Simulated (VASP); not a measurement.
## Lattice constant a of zinc-blende III-V compounds: measurement against PBEsol

Computed values from VASP (plane waves, PAW); cells keep the symmetry of their structure type. Static lattice, each level at its own minimum.

Here x stands for PBEsol a and y for measured a.

| solid | PBEsol a (Å) | measured a (Å) | cut-off (eV) | basis of the measured value |
|---|---|---|---|---|
| BN | 3.608 | 3.593 | 520 | 0 K, zero-point corrected |
| BP | 4.522 | 4.525 | 520 | 0 K, zero-point corrected |
| GaP | 5.438 | 5.439 | 520 | 0 K, zero-point corrected |
| GaAs | 5.663 | 5.640 | 520 | 0 K, zero-point corrected |
| AlAs | 5.682 | 5.649 | 520 | 0 K, zero-point corrected |
| InP | 5.879 | 5.858 | 520 | 0 K, zero-point corrected |
| InAs | 6.092 | 6.047 | 520 | 0 K, zero-point corrected |
| InSb | 6.521 | ? | 520 | 0 K, zero-point corrected |

Fit y of the 7 rows that show it with a straight line. With u = x - 5.3, the rows have u = -1.6920, -0.7780, 0.1380, 0.3630, 0.3820, 0.5790, 0.7920. Means: u -0.030857, y 5.2501. About the means, the sum of products is 4.6711 and the sum of squares of u is 4.7207; the slope is their ratio. Least squares gives y = 5.2807 + 0.98948·u. Residuals (row less fit): -0.0135, 0.0141, 0.0218, 0.0001, -0.0097, 0.0044, -0.0174; standard error 0.0159 (degrees of freedom: 5). The slope is 0.989 with a standard error of 0.0073. Before the fit, PBEsol less measured has mean 0.0190, mean absolute 0.0201 and median absolute 0.0210 Å over these 7 rows.

Problem. Estimate the missing y (x = 6.521); what was measured?

Solution. u = 1.2210, so y = 5.2807 + 0.98948 × 1.2210 = 6.4889 Å. The measured value is 6.468 Å, 0.0209 Å below the prediction (0.7 % of the range of y in the table). The row lies outside the fitted rows, so this is an extrapolation. From the scatter of the fitted rows alone, a prediction at this place has a standard error of 0.0193 Å, so the miss is 1.1 times that.

Plain PBEsol misses this row by 0.053 Å. The rows are a random draw of 8 from the 8 solids that have both values on this basis (zero-point corrected by the source), of 11 computed in this series. Not drawn: V to Ni and open 4f shells, rows kept for tests, unfit runs, cells that left their space group, values derived or compiled from fits, values whose temperature is given only as extrapolated, encyclopaedia, home-page and unnamed sources, sources from 2025 on. Measured values as quoted by these papers, many of them computational: BN Tamar Goldzak et al., The Journal of Chemical Physics (2022), arXiv:2208.04865; BP Daniel Mejia-Rodriguez et al., Physical Review B (2018), arXiv:1807.09216; GaP Daniel Mejia-Rodriguez et al., Physical Review B (2018), arXiv:1807.09216; GaAs Daniel Mejia-Rodriguez et al., Physical Review B (2018), arXiv:1807.09216; AlAs Daniel Mejia-Rodriguez et al., Physical Review B (2018), arXiv:1807.09216; InP Daniel Mejia-Rodriguez et al., Physical Review B (2018), arXiv:1807.09216; InAs Daniel Mejia-Rodriguez et al., Physical Review B (2018), arXiv:1807.09216; InSb Daniel Mejia-Rodriguez et al., Physical Review B (2018), arXiv:1807.09216.
